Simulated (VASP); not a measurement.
Given:

```
CELL_PARAMETERS angstrom
      0.00000     3.33353     3.33353
      3.33353     0.00000     3.33353
      3.33353     3.33353     0.00000
ATOMIC_POSITIONS crystal
  Na 0.25000 0.25000 0.25000
  Na 0.75000 0.75000 0.75000
  S  0.00000 0.00000 0.00000
```

Method: revPBE GGA, VASP's PBE PAW potentials (set 64) (plane waves; VASP 6.6.1). Settings: 520 eV cut-off, 7×7×7 Γ-centred mesh, tetrahedra with Blöchl corrections, potentials Na_pv S.

Tabulate the total density of states (states/eV per cell) against energy (eV; zero at the valence-band maximum or, without a gap, the Fermi level).

```csv
E (eV),DOS (states/eV)
-9.97,2.48
-9.61,0.00
-9.13,0.00
-8.77,0.00
-8.29,0.00
-7.93,0.00
-7.57,0.00
-7.09,0.00
-6.73,0.00
-6.37,0.00
-5.89,0.00
-5.53,0.00
-5.05,0.00
-4.69,0.00
-4.33,0.00
-3.85,0.00
-3.49,0.00
-3.01,0.00
-2.65,0.00
-2.29,0.00
-1.81,0.00
-1.45,0.46
-1.09,3.64
-0.61,3.26
-0.25,8.12
0.23,0.00
0.59,0.00
0.95,0.00
1.43,0.00
1.79,0.00
2.27,0.00
2.63,0.01
2.99,0.08
3.47,0.18
3.83,0.28
4.19,0.88
4.67,1.54
5.03,2.06
5.51,0.00
5.87,1.09
```
Within 2 eV below the valence-band maximum the largest weight inside VASP's projection spheres is S p.

The compound is Na2S in the antifluorite structure. It was relaxed first, which changed the volume by +6 %.
